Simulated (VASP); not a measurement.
Runs of VASP 6.6.1 on Ag3S. Symmetry: P-6m2, No. 187, hexagonal system. The conventional cell has a = 3.018 Å, b = 3.018 Å, c = 9.375 Å, α = 90.00°, β = 90.00°, γ = 120.00°. Ag (site symmetry -6m2) is surrounded by 12 Ag at 3.01 to 3.02 Å. Ag (site symmetry 3m) is surrounded by 3 S at 2.83 Å and 9 Ag at 3.01 to 3.02 Å. S (site symmetry -6m2) has 6 Ag at 2.83 Å and 6 S at 3.02 Å as nearest neighbours. The cell was built by a generator and needn't be a form met in nature.

```tsv
task	level	potentials or basis	U	cell	cutoff (eV)	smearing	LDAUTYPE	hund's J	gap on the mesh (eV)	pressure (GPa)	relaxed volume (Å³/atom)	largest force (eV/Å)
band structure	PBE+D3(BJ)+U	VASP PAW PBE potentials, release 64 (Ag_GW, S_GW)	Ag d U = 1 eV, J = 0.9 eV	as given	550	gaussian 0.1 eV	1	0.9	-	-7.5	-	0.12
relaxation of cell and atoms	RPBE	VASP PAW PBE potentials, release 64 (Ag, S)	-	relaxed	600	gaussian 0.05 eV	-	-	none	0.0	18.62	-
relaxation of cell and atoms	PBE	VASP PAW PBE potentials, release 64 (Ag, S)	-	relaxed	600	gaussian 0.05 eV	-	-	none	0.0	17.78	-
band structure	r2SCAN+D3(BJ)	VASP PAW PBE potentials, release 64 (Ag, S)	-	as given	520	gaussian 0.1 eV	-	-	-	-6.9	-	(a)
single point	PBE	VASP PAW PBE potentials, release 64 (Ag, S)	-	as given	520	fermi-dirac 0.05 eV	-	-	none	(b)	-	0.12
```

Alike in all rows: no spin polarisation; k mesh 10 × 10 × 3.

Question: Estimate the missing entries.

Answer: (a) 0.15; (b) -3.2.

Caveats: pairwise dispersion overbinds metals, which lowers pressure and volume (some runs); the PAW data sets were made with another functional, which shifts forces and pressure a little (some runs); U without spin polarisation on a metal has little footing (some runs).

A k mesh can miss the band edges, and the runs leave out spin-orbit coupling on Ag.

A gap of «none» marks a metal or a gap under the smearing width.
